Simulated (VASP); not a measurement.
The cell holds one V (bcc) (100) slab, with vacuum along c, ions free to move until forces fall under 0.03 eV/Å, no reconstruction beyond this cell, dipole correction on.

Here is the system:

```
V
1.0
    2.95820     0.00000     0.00000
    0.00000     2.95820     0.00000
    0.00000     0.00000    23.51913
V
6
Direct
  0.50000   0.00000   0.34957
  0.00000   0.50000   0.40485
  0.50000   0.00000   0.46733
  0.00000   0.50000   0.53267
  0.50000   0.00000   0.59515
  0.00000   0.50000   0.65043
```

Level of theory: PBEsol GGA, VASP's PBE PAW potentials (set 64) (plane waves; VASP 6.6.1). Settings: 400 eV cut-off, 9×9×1 Γ-centred mesh, first-order Methfessel-Paxton smearing of 0.10 eV, potentials V_sv.

Slab and bulk use different k-meshes, so the surface energy is good to a few per cent at best.

**Question.** Predict its surface energy, work function, band gap (on the k-mesh).

**Answer.** 
```yaml
surface_energy: 2.67 J/m²
work_function: 3.85 eV
band gap (on the k-mesh): none (metal, semimetal or under 0.01 eV)
```

The cell is a thin slab with vacuum, built from V (bcc): (100) face. The run is not spin-polarised, so no magnetic state was tried.
